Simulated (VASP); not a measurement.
# KMgF3: band gap against strain

KMgF3 (cubic perovskite, Pm-3m, 12.659 Å³/atom and stress up to 0.13 GPa in the relaxed cell, cube axes along x, y and z) under a strain ε along a cube axis (axis z), the other axes held. PBEsol in VASP (plane waves, PAW), 600 eV, 8×8×8 Γ-centred mesh, Gaussian smearing 0.05 eV; ions are relaxed, or left where forces stay under 0.02 eV/Å, within the symmetry of each cell. Gaps are the smallest on the run's k-mesh, which can miss an edge that lies off it, without spin-orbit coupling; in all rows the valence edge lies at about 1.4 Å⁻¹ from Γ and the conduction edge at Γ.

Here s stands for strain and Eg for gap.

```
strain (%)  gap (eV)
----------  --------
-3.00              ?
-1.50           7.24
-1.00           7.20
-0.50           7.16
0.00            7.13
```

Task: Fit Eg against s with a straight line, and predict the withheld value at s = -3.00.

Result: Means: s -0.75000, Eg 7.183. About the means, the sum of products is -0.092500 and the sum of squares of s is 1.2500; the slope is their ratio. Least squares gives Eg = 7.127 - 0.0740·s. Residuals (row less fit): 0.002, -0.001, -0.004, 0.003; standard error 0.004 (degrees of freedom: 2). Over these rows the gap moves by -7.4 ± 0.3 eV per unit strain. At the withheld row, Eg = 7.127 - 0.0740 × (-3.0) = 7.349 eV. The calculation gives 7.35 eV, which the fit meets to the printed digits. The row lies outside the fitted rows, so this is an extrapolation. The scatter of the fitted rows lies at the last printed digit.

The primitive cell can neither tilt nor turn polar against its symmetry, as such crystals can under strain. Rows are the converged runs of the series near zero and its far end, less any whose ions stayed unrelaxed beside relaxed ones; series whose fitted rows scatter by over a few per cent of the range, as at a crossing or softening among them, aren't shown in this form. Most that stay on the fit to the last digits aren't either.
